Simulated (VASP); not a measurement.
Given:

```
CELL_PARAMETERS angstrom
      1.90120    -3.29298     0.00000
      1.90120     3.29298     0.00000
      0.00000     0.00000     6.22939
ATOMIC_POSITIONS crystal
  Zn 0.66667 0.33333 0.50015
  Zn 0.33333 0.66667 0.00015
  S  0.66667 0.33333 0.87485
  S  0.33333 0.66667 0.37485
```

Computed with PBE GGA with D3 dispersion (Becke-Johnson damping), VASP's PBE PAW potentials (set 64) (plane waves; VASP 6.6.1). Run with 520 eV cut-off, Gaussian smearing of 0.050 eV, potentials Zn S.

### Question
What does the run give for the band gap (along the path) with the smallest direct gap where there is one?

### Answer

```yaml
band gap (along the path): 2.24 eV
smallest direct gap (along the path): 2.24 eV
```

The compound is ZnS in the wurtzite structure, the high-temperature form. It was relaxed first.
